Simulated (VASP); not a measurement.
Crystal: C2BrH5, in a box.

```
C Br H
1.0
    13.00000    0.00000    0.00000
     0.00000   12.00000    0.00000
     0.00000    0.00000   12.00000
C Br H
2 1 5
Direct
  0.44537 0.55305 0.47915
  0.49707 0.45061 0.52509
  0.63180 0.48526 0.58758
  0.37020 0.53024 0.44494
  0.49090 0.59057 0.41265
  0.43354 0.61548 0.54396
  0.51136 0.38802 0.46134
  0.45384 0.41299 0.59301
```

Base run:

| Property | Result |
| --- | --- |
| Program | VASP 6.6.1 |
| Functional | PBE |
| Dispersion | TS |
| Potentials or basis | VASP PAW PBE potentials, release 64 (C, Br, H) |
| Cutoff | 520 eV |
| k mesh | 1 × 1 × 1 |
| Occupations | gaussian, width 0.01 eV |
| Spin | no spin polarisation |

Its results: gap between the frontier levels 5.45 eV; largest force 0.410 eV/Å.

Task: The run is repeated on the same cell with these changes: functional from PBE to HSE06; further incar settings from ALGO = Normal; EDIFF = 1e-06 to ALGO = Normal; EDIFF = 1e-07; NBANDS = 20. What comes out?

Result: Gap between the frontier levels 6.83 eV; largest force 0.038 eV/Å.

Caveats: the PAW data sets were made with another functional, which shifts forces and pressure a little (some runs).

A k mesh can miss the band edges.

Not every run made on this cell is shown here.
